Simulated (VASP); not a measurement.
# ZrIr4 (I4/mmm) in VASP: band structure with LDA

Aim: the band structure of ZrIr4 with LDA.

Program: VASP 6.6.1. These are calculated values, not measurements. Logs are shortened: lines on timing, memory, paths and dates and some standing lists are left out, and cuts for length are marked.

### Step 1. The crystal as given

The structure is tetragonal, space group I4/mmm (No. 139). The conventional cell has a = 3.959 Å, b = 3.959 Å, c = 9.552 Å, α = 90.00°, β = 90.00°, γ = 90.00°. Zr (site symmetry 4/mmm) is surrounded by 16 Ir at 3.01 to 3.10 Å. Ir (site symmetry -4m2) is surrounded by 4 Ir at 2.35 Å. Ir (site symmetry 4mm) has 5 Ir at 2.24 to 2.35 Å as nearest neighbours.

The cell was built by a generator and needn't be a form met in nature.

### Step 2. Band structure, LDA

The input, POSCAR:

```
ZrIr4
1.0
   -1.9796120000      1.9796120000      4.7761018700
    1.9796120000     -1.9796120000      4.7761018700
    1.9796120000      1.9796120000     -4.7761018700
Zr Ir
1 4
Cartesian
    0.0000000000      0.0000000000      0.0000000000
    0.0000000000      1.9796120000      2.3880509350
    1.9796120000      0.0000000000      2.3880509350
    0.0000000000      0.0000000000      3.6583985104
    0.0000000000      0.0000000000      5.8938052296
```

The input, INCAR.step1:

```
PREC = Accurate
ENCUT = 520
EDIFF = 1E-6
ISMEAR = 0
SIGMA = 0.05
LREAL = False
LASPH = True
NELM = 100
ALGO = Fast
ISIF = 2
LWAVE = False
LCHARG = True
LMAXMIX = 4
NBANDS = 32
```

The input, KPOINTS.step1:

```
Automatic mesh
0
Gamma
  9 9 9
```

The input, INCAR.step2:

```
PREC = Accurate
ENCUT = 520
EDIFF = 1E-6
ISMEAR = 0
SIGMA = 0.05
LREAL = False
LASPH = True
NELM = 100
ALGO = Fast
ISIF = 2
LWAVE = False
LCHARG = False
LMAXMIX = 4
NBANDS = 32
ICHARG = 11
```

The input, KPOINTS.step2:

```
path GXYSGZS1NPY1Z,XP
10
line-mode
reciprocal
 0.0000000000  0.0000000000  0.0000000000  G
 0.5000000000 -0.5000000000  0.0000000000  X

 0.5000000000 -0.5000000000  0.0000000000  X
 0.5000000000 -0.5000000000  0.0858979891  Y

 0.5000000000 -0.5000000000  0.0858979891  Y
 0.2929489946 -0.2929489946  0.2929489946  S

 0.2929489946 -0.2929489946  0.2929489946  S
 0.0000000000  0.0000000000  0.0000000000  G

 0.0000000000  0.0000000000  0.0000000000  G
 0.5000000000  0.5000000000 -0.5000000000  Z

 0.5000000000  0.5000000000 -0.5000000000  Z
 0.7070510054  0.2929489946 -0.2929489946  S1

 0.7070510054  0.2929489946 -0.2929489946  S1
 0.5000000000  0.0000000000  0.0000000000  N

 0.5000000000  0.0000000000  0.0000000000  N
 0.7500000000 -0.2500000000 -0.2500000000  P

 0.7500000000 -0.2500000000 -0.2500000000  P
 0.9141020109  0.0858979891 -0.5000000000  Y1

 0.9141020109  0.0858979891 -0.5000000000  Y1
 0.5000000000  0.5000000000 -0.5000000000  Z

 0.5000000000 -0.5000000000  0.0000000000  X
 0.7500000000 -0.2500000000 -0.2500000000  P
```

Potentials or basis: VASP PAW LDA potentials, release 64 (Zr_sv, Ir).

Started as:

```console
> cat potpaw_LDA.64/Zr_sv/POTCAR potpaw_LDA.64/Ir/POTCAR > POTCAR
> cp INCAR.step1 INCAR
> cp KPOINTS.step1 KPOINTS
> mpirun -np 1 vasp_std > vasp.out
> cp INCAR.step2 INCAR
> cp KPOINTS.step2 KPOINTS
> mpirun -np 1 vasp_std > vasp.out
```

OUTCAR:

```text
PREC = Accurate
   ENCUT = 520
   EDIFF = 1E-6
   ISMEAR = 0
   LREAL = False
   LASPH = True
   NELM = 100
   ISIF = 2
   ICHARG = 11

 ion  position               nearest neighbor table
   1  0.000  0.000  0.000-   5 3.01   5 3.01   5 3.01   4 3.01   5 3.01   4 3.01   4 3.01   4 3.01
                             2 3.10   3 3.10   2 3.10   3 3.10   2 3.10   2 3.10   3 3.10   3 3.10
   2  0.750  0.250  0.500-   4 2.35   5 2.35   4 2.35   5 2.35   3 2.80   3 2.80   3 2.80   3 2.80
                             1 3.10   1 3.10   1 3.10   1 3.10
   3  0.250  0.750  0.500-   4 2.35   5 2.35   4 2.35   5 2.35   2 2.80   2 2.80   2 2.80   2 2.80
                             1 3.10   1 3.10   1 3.10   1 3.10
   4  0.383  0.383  0.000-   5 2.24   3 2.35   2 2.35   3 2.35   2 2.35   1 3.01   1 3.01   1 3.01
                             1 3.01
   5  0.617  0.617  0.000-   4 2.24   2 2.35   3 2.35   2 2.35   3 2.35   1 3.01   1 3.01   1 3.01
                             1 3.01

  LATTYP: Found a body centered tetragonal cell.
 ALAT       =     3.9592240000
 C/A-ratio  =     2.4126454426

  Lattice vectors:

 A1 = (  -1.9796120000,   1.9796120000,   4.7761018700)
 A2 = (   1.9796120000,  -1.9796120000,   4.7761018700)
 A3 = (   1.9796120000,   1.9796120000,  -4.7761018700)

Analysis of symmetry for initial positions (statically):
=====================================================================
 Subroutine PRICEL returns:
 Original cell was already a primitive cell.

 Routine SETGRP: Setting up the symmetry group for a
 body centered tetragonal supercell.

 Subroutine GETGRP returns: Found 16 space group operations
 (whereof 16 operations were pure point group operations)
 out of a pool of 16 trial point group operations.

The static configuration has the point symmetry D_4h.

Analysis of symmetry for dynamics (positions and initial velocities):
=====================================================================
 Subroutine PRICEL returns:
 Original cell was already a primitive cell.

 Routine SETGRP: Setting up the symmetry group for a
 body centered tetragonal supercell.

 Subroutine GETGRP returns: Found 16 space group operations
 (whereof 16 operations were pure point group operations)
 out of a pool of 16 trial point group operations.

The dynamic configuration has the point symmetry D_4h.

 Subroutine INISYM returns: Found 16 space group operations
 (whereof 16 operations are pure point group operations),
 and found     1 'primitive' translations

----------------------------------------------------------------------------------------

                                     Primitive cell

  volume of cell :      74.8676

  direct lattice vectors                    reciprocal lattice vectors
    -1.979612000  1.979612000  4.776101870     0.000000000  0.252574747  0.104687884
     1.979612000 -1.979612000  4.776101870     0.252574747  0.000000000  0.104687884
     1.979612000  1.979612000 -4.776101870     0.252574747  0.252574747  0.000000000

  length of vectors
     5.536142738  5.536142738  5.536142738     0.273410965  0.273410965  0.357194633

  position of ions in fractional coordinates (direct lattice)
     0.000000000  0.000000000  0.000000000
     0.750000000  0.250000000  0.500000000
     0.250000000  0.750000000  0.500000000
     0.382990000  0.382990000  0.000000000
     0.617010000  0.617010000  0.000000000

  ion indices of the primitive-cell ions
   primitive index   ion index
                 1           1
                 2           2
                 3           3
                 4           4
                 5           5

----------------------------------------------------------------------------------------

 KPOINTS: path GXYSGZS1NPY1Z,XP

Interpolating k-points between supplied coordinates.

 Line segments in fractional coordinates (reciprocal lattice):
    0.000000  0.000000  0.000000  ...  0.500000 -0.500000  0.000000
    0.500000 -0.500000  0.000000  ...  0.500000 -0.500000  0.085898
    0.500000 -0.500000  0.085898  ...  0.292949 -0.292949  0.292949
    0.292949 -0.292949  0.292949  ...  0.000000  0.000000  0.000000
    0.000000  0.000000  0.000000  ...  0.500000  0.500000 -0.500000
    0.500000  0.500000 -0.500000  ...  0.707051  0.292949 -0.292949
    0.707051  0.292949 -0.292949  ...  0.500000  0.000000  0.000000
    0.500000  0.000000  0.000000  ...  0.750000 -0.250000 -0.250000
    0.750000 -0.250000 -0.250000  ...  0.914102  0.085898 -0.500000
    0.914102  0.085898 -0.500000  ...  0.500000  0.500000 -0.500000
    0.500000 -0.500000  0.000000  ...  0.750000 -0.250000 -0.250000

 Generated    10 points on each line segment, for a total of    110 k-points:

 Following reciprocal coordinates:
            Coordinates               Weight
  0.000000  0.000000  0.000000      0.009091
  0.055556 -0.055556  0.000000      0.009091
  0.111111 -0.111111  0.000000      0.009091
  0.166667 -0.166667  0.000000      0.009091
  0.222222 -0.222222  0.000000      0.009091
  0.277778 -0.277778  0.000000      0.009091
[... 16 lines left out ...]
  0.453989 -0.453989  0.131909      0.009091
  0.430983 -0.430983  0.154915      0.009091
 [... further k-points ...]
   k-points           NKPTS =    110   k-points in BZ     NKDIM =    110   number of bands    NBANDS=     32
   number of dos      NEDOS =    301   number of ions     NIONS =      5
   total plane-waves  NPLWV =  74088
   dimension x,y,z NGX =    42 NGY =   42 NGZ =   42
   dimension x,y,z NGXF=    84 NGYF=   84 NGZF=   84
   ions per type =               1   4
   NGX,Y,Z   is equivalent  to a cutoff of  12.61, 12.61, 12.61 a.u.
   NGXF,Y,Z  is equivalent  to a cutoff of  25.22, 25.22, 25.22 a.u.
 SYSTEM =  unknown system
   PREC   = accura    normal or accurate (medium, high low for compatibility)
   ISTART =      0    job   : 0-new  1-cont  2-samecut
   ICHARG =     11    charge: 1-file 2-atom 10-const
   ISPIN  =      1    spin polarized calculation?
   LNONCOLLINEAR =      F non collinear calculations
   LSORBIT =      F    spin-orbit coupling
   LASPH  =      T    aspherical Exc in radial PAW
   ENCUT  =  520.0 eV  38.22 Ry    6.18 a.u.  10.29 10.29 10.29*2*pi/ulx,y,z
   NELM   =    100;   NELMIN=  2; NELMDL=  0     # of ELM steps
   EDIFF  = 0.1E-05   stopping-criterion for ELM
   LREAL  =      F    real-space projection
   EDIFFG = 0.1E-04   stopping-criterion for IOM
   NSW    =      0    number of steps for IOM
   IBRION =     -1    ionic relax: 0-MD 1-quasi-New 2-CG
   NFREE  =      0    steps in history (QN), initial steepest desc. (CG)
   ISIF   =      2    stress and relaxation
   ISYM   =      2    0-nonsym 1-usesym 2-fastsym
   POTIM  = 0.5000    time-step for ionic-motion
   TEBEG  =    0.0;   TEEND  =   0.0 temperature during run
   PSTRESS=    0.0 pullay stress
   NELECT =      48.0000    total number of electrons
   NUPDOWN=      -1.0000    fix difference up-down
   EMIN   =  10.00;   EMAX   =-10.00  energy-range for DOS
   EFERMI =   0.00;   METHOD = LEGACY
   ISMEAR =     0;   SIGMA  =   0.05  broadening in eV -4-tet -1-fermi 0-gaus
   EFERMI_NEDOS =   21; number of points for ismear=-14 and -15
   IALGO  =     68    algorithm
   IMIX   =      4    mixing-type and parameters
     AMIX     =   0.40;   BMIX     =  1.00
     AMIX_MAG =   1.60;   BMIX_MAG =  1.00
  volume/ion in A,a.u.               =      14.97       101.05
  Fermi-wavevector in a.u.,A,eV,Ry     =   1.411640  2.667613 27.112709  1.992728
  Thomas-Fermi vector in A             =   2.533471
   LORBIT       =      0    0 simple, 1 ext, 2 COOP (PROOUT), +10 PAW based schemes
   GGA     = CA    functional components
   LHFCALC =     F    Hartree Fock is set to
   AEXX    =    0.0000 exact exchange contribution
   IVDW    =     0    specifies the selected vdW correction
   LEPSILON=     F    determine dielectric tensor
   LRPA    =     F    only Hartree local field effects (RPA)
 non-spin polarized calculation
 RMM-DIIS sequential band-by-band and
 Gauss-broadening in eV      SIGMA  =   0.05
  energy-cutoff  :      520.00
  volume of cell :       74.87
 maximum number of plane-waves:      2049

 number of electron      48.0000001 magnetization

 Free energy of the ion-electron system (eV)
  ---------------------------------------------------
  ext. energy  EPLUGINS =         0.00000000
  ---------------------------------------------------
  free energy    TOTEN  =       -46.23039873 eV

  energy without entropy =      -46.22367655  energy(sigma->0) =      -46.22703764

 E-fermi :  11.1116     XC(G=0): -13.5847

 val. band max:       11.1096887796   @ k =   0.3333  -0.3333   0.0000
 cond. band min:      11.1142177378   @ k =   0.6667  -0.1667  -0.1667
 fundamental gap:      0.0045289582
 Fermi energy:        11.1116071677

 k-point     1 :       0.0000    0.0000    0.0000
  band No.  band energies     occupation
      1     -37.9617      2.00000
      2     -16.1555      2.00000
      3     -16.1320      2.00000
      4     -16.1320      2.00000
      5       0.3507      2.00000
      6       2.9531      2.00000
[... 24 lines left out ...]
     31      15.2241      0.00000
     32      16.4638      0.00000

 k-point     2 :       0.0556   -0.0556    0.0000
  band No.  band energies     occupation
      1     -37.9614      2.00000
      2     -16.1550      2.00000
      3     -16.1351      2.00000
      4     -16.1339      2.00000
      5       0.4327      2.00000
      6       3.0033      2.00000
[... 24 lines left out ...]
     31      15.1829      0.00000
     32      16.4303      0.00000
[... 733 lines left out ...]
     31      13.6627      0.00000
     32      14.0192      0.00000

 k-point    24 :       0.4310   -0.4310    0.1549
  band No.  band energies     occupation
      1     -37.9565      2.00000
      2     -16.1965      2.00000
      3     -16.1698      2.00000
      4     -16.1500      2.00000
      5       2.9836      2.00000
      6       3.0133      2.00000
[... 24 lines left out ...]
     31      13.8933      0.00000
     32      14.0034      0.00000

 [... further k-points ...]

------------------------ aborting loop because EDIFF is reached ----------------------------------------

  FORCE on cell =-STRESS in cart. coord.  units (eV):
  Direction    XX          YY          ZZ          XY          YZ          ZX
  --------------------------------------------------------------------------------------
  -------------------------------------------------------------------------------------
  Total       23.5227889     23.5227889     21.8968148      0.0000000      0.0000000      0.0000000
  in kB      503.3912531    503.3912531    468.5951609      0.0000000      0.0000000      0.0000000
  external PRESSURE =     491.7925557 kB  Pullay stress =       0.0000000 kB

 VOLUME and BASIS-vectors are now :
 -----------------------------------------------------------------------------
  energy-cutoff  :      520.00
  volume of cell :       74.87
      direct lattice vectors                 reciprocal lattice vectors
    -1.979612000  1.979612000  4.776101870     0.000000000  0.252574747  0.104687884
     1.979612000 -1.979612000  4.776101870     0.252574747  0.000000000  0.104687884
     1.979612000  1.979612000 -4.776101870     0.252574747  0.252574747  0.000000000

 POSITION                                       TOTAL-FORCE (eV/Angst)
 -----------------------------------------------------------------------------------
      0.00000      0.00000      0.00000        -0.000000     -0.000000     -0.000000
     -0.00000      1.97961      2.38805        -0.000000     -0.000000     -0.000000
      1.97961     -0.00000      2.38805        -0.000000     -0.000000     -0.000000
      0.00000      0.00000      3.65840         0.000000      0.000000      3.580880
      0.00000      0.00000      5.89381         0.000000      0.000000     -3.580880
 -----------------------------------------------------------------------------------
    total drift:                               -0.000000      0.000000     -0.000000

  FREE ENERGIE OF THE ION-ELECTRON SYSTEM (eV)
  ---------------------------------------------------
  free  energy   TOTEN  =       -46.2303987259 eV

  energy  without entropy=      -46.2236765531  energy(sigma->0) =      -46.22703764
```

Wall time 17 min (1 thread of Intel Xeon Platinum 8488C (Sapphire Rapids), shared host); peak memory 0.35 GiB.

What came out:

- Band gap along the path: none (metal or under the smearing width)

Levels at the corners of the path, in eV from the Fermi level:
| point | band 21 | band 22 | band 23 | band 24 | band 25 | band 26 | band 27 | band 28 |
| --- | --- | --- | --- | --- | --- | --- | --- | --- |
| Γ | -1.93 | -1.89 | -1.65 | -0.23 | 0.10 | 0.50 | 1.22 | 1.22 |
| X | -1.08 | -1.02 | -0.36 | 0.00 | 0.66 | 1.02 | 1.35 | 1.43 |
| X | -1.08 | -1.02 | -0.36 | 0.00 | 0.66 | 1.02 | 1.35 | 1.43 |
| Y | -1.38 | -1.10 | -0.36 | -0.34 | 0.52 | 1.17 | 1.56 | 1.72 |
| Y | -1.38 | -1.10 | -0.36 | -0.34 | 0.52 | 1.17 | 1.56 | 1.72 |
| S | -1.25 | -1.07 | -0.67 | -0.62 | 0.15 | 0.97 | 1.41 | 2.15 |
| S | -1.25 | -1.07 | -0.67 | -0.62 | 0.15 | 0.97 | 1.41 | 2.15 |
| Γ | -1.93 | -1.89 | -1.65 | -0.23 | 0.10 | 0.50 | 1.22 | 1.22 |
| Γ | -1.93 | -1.89 | -1.65 | -0.23 | 0.10 | 0.50 | 1.22 | 1.22 |
| Z | -1.16 | -0.37 | -0.26 | -0.01 | 0.50 | 0.88 | 1.59 | 1.65 |
| Z | -1.16 | -0.37 | -0.26 | -0.01 | 0.50 | 0.88 | 1.59 | 1.65 |
| S1 | -1.25 | -1.07 | -0.67 | -0.62 | 0.15 | 0.97 | 1.41 | 2.15 |
| S1 | -1.25 | -1.07 | -0.67 | -0.62 | 0.15 | 0.97 | 1.41 | 2.15 |
| N | -1.23 | -1.02 | -0.53 | -0.25 | 0.45 | 0.60 | 1.52 | 1.84 |
| N | -1.23 | -1.02 | -0.53 | -0.25 | 0.45 | 0.60 | 1.52 | 1.84 |
| P | -0.41 | -0.36 | -0.36 | 0.11 | 0.57 | 0.57 | 0.97 | 1.03 |
| P | -0.41 | -0.36 | -0.36 | 0.11 | 0.57 | 0.57 | 0.97 | 1.03 |
| Y1 | -1.38 | -1.10 | -0.36 | -0.34 | 0.52 | 1.17 | 1.56 | 1.72 |
| Y1 | -1.38 | -1.10 | -0.36 | -0.34 | 0.52 | 1.17 | 1.56 | 1.72 |
| Z | -1.16 | -0.37 | -0.26 | -0.01 | 0.50 | 0.88 | 1.59 | 1.65 |
| X | -1.08 | -1.02 | -0.36 | 0.00 | 0.66 | 1.02 | 1.35 | 1.43 |
| P | -0.41 | -0.36 | -0.36 | 0.11 | 0.57 | 0.57 | 0.97 | 1.03 |

Caveat: the log is that of the step along the path at fixed density, whose energy, stress, charges and moments have no meaning; spin-orbit coupling is left out, which moves the levels of the heavy elements.

### Step 3. For comparison

An earlier run on the cell as given: functional PBE; potentials or basis VASP PAW PBE potentials, release 64 (Zr_sv, Ir); cutoff 520 eV; k mesh 9 × 9 × 9; occupations fermi-dirac, width 0.05 eV; no spin polarisation.

- Pressure: 69.5 GPa
- Largest force: 4.383 eV/Å
- Band gap on the k mesh: none (metal or under the smearing width)
